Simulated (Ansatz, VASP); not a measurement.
# Two plane-wave programs on Cr2Cl3

The input INCAR:

```
SYSTEM = Cr2Cl3
ALGO = Normal
EDIFF = 1E-7
ENCUT = 520
GGA = PE
ISIF = 2
ISMEAR = -1
ISPIN = 2
LASPH = .True.
LCHARG = .True.
LELF = .True.
LMAXMIX = 4
LORBIT = 11
LREAL = .False.
LVHAR = .True.
LWAVE = .False.
MAGMOM = 3 3 3 3 0 0 0 0 0 0
NBANDS = 60
NELM = 150
PREC = Accurate
SIGMA = 0.0139
```

File KPOINTS:

```
k-points
0
Gamma
  4 4 4
  0 0 0
```

The input POSCAR:

```
Cr2Cl3
1.0
    6.3597434300      0.0000000000      0.0000000000
   -3.1798717100      5.5077060200      0.0000000000
   -3.1798717100      1.8359023400      5.9942065900
Cr Cl
4 6
Direct
    0.3476600000      0.6523400000      0.0429800000
    0.1523400000      0.8476600000      0.4570200000
    0.6523400000      0.3476600000      0.9570200000
    0.8476600000      0.1523400000      0.5429800000
    0.5549000000      0.7500000000      0.7500000000
    0.2500000000      0.0549000000      0.7500000000
    0.9451000000      0.4451000000      0.7500000000
    0.4451000000      0.2500000000      0.2500000000
    0.7500000000      0.9451000000      0.2500000000
    0.0549000000      0.5549000000      0.2500000000
```

Input for Ansatz:

```yaml
crystal:
  lattice:
    - [6.35974343, 0.0, 0.0]
    - [-3.17987171, 5.50770602, 0.0]
    - [-3.17987171, 1.83590234, 5.99420659]
  atoms:
    - { symbol: Cr, position: [0.34766, 0.65234, 0.04298], spin: 3.0 }
    - { symbol: Cr, position: [0.15234, 0.84766, 0.45702], spin: 3.0 }
    - { symbol: Cr, position: [0.65234, 0.34766, 0.95702], spin: 3.0 }
    - { symbol: Cr, position: [0.84766, 0.15234, 0.54298], spin: 3.0 }
    - { symbol: Cl, position: [0.5549, 0.75, 0.75], spin: 0.0 }
    - { symbol: Cl, position: [0.25, 0.0549, 0.75], spin: 0.0 }
    - { symbol: Cl, position: [0.9451, 0.4451, 0.75], spin: 0.0 }
    - { symbol: Cl, position: [0.4451, 0.25, 0.25], spin: 0.0 }
    - { symbol: Cl, position: [0.75, 0.9451, 0.25], spin: 0.0 }
    - { symbol: Cl, position: [0.0549, 0.5549, 0.25], spin: 0.0 }
kpoints:
  mp_grid: { grid: [4, 4, 4], shift: [0, 0, 0] }
magnetization:
  spin_polarized: true
scf:
  occupations: { method: fermi_dirac, width: 0.0139 }
  lower_state_search: "off"
  max_iter: 200
hamiltonian:
  pseudopotentials: { kind: paw }
  xc: pbe
basis:
  ecutwfc: 420
  fft_grid_basis: typed
output:
  forces: true
  stress: true
  eigenvalues: true
  bader: true
  populations: true
  elf: true
  write_potential: true
  volumetric_format: npy
  dos:
    e_range: [-12, 8]
    de: 0.05
    projected: { site_lists: { Cl: [Cl], Cr: [Cr] } }
checkpoint:
  read: saved_state
```

Alike in both runs: task single point; functional PBE; k mesh 4 × 4 × 4; occupations fermi-dirac, width 0.0139 eV; collinear spin.

|  | VASP | Ansatz |
| --- | --- | --- |
| version | VASP 6.6.1 | Ansatz 0.2.0 |
| potentials or method | VASP PAW PBE potentials, release 64 (Cr_pv, Cl) | PAW plane waves |
| plane-wave cutoff (eV) | 520 | 420 |
| valence electrons in the cell | 90 | 98 |

```csv
,VASP,Ansatz,Ansatz less VASP
pressure (GPa),2.3,2.3,+0.01
largest component of the traceless stress (GPa),0.58,0.58,+0.003
rms of the force components (eV/Å),0.132,0.132,-0.0002
net moment per atom (μB),1.80,1.80,0.000
size of the moment on the site where the two differ most (μB),4.01,3.82,-0.196
```

Site moments also hang on the region over which each program counts them. Atom by atom the forces differ by 0.001 eV/Å (rms over components). The two sets of potentials don't hold the same shells in valence. Ansatz warned: «stability_check_not_made».

Caveats: semilocal functionals often make such compounds metallic where correlation or magnetic order opens a gap, which also shifts bond lengths.
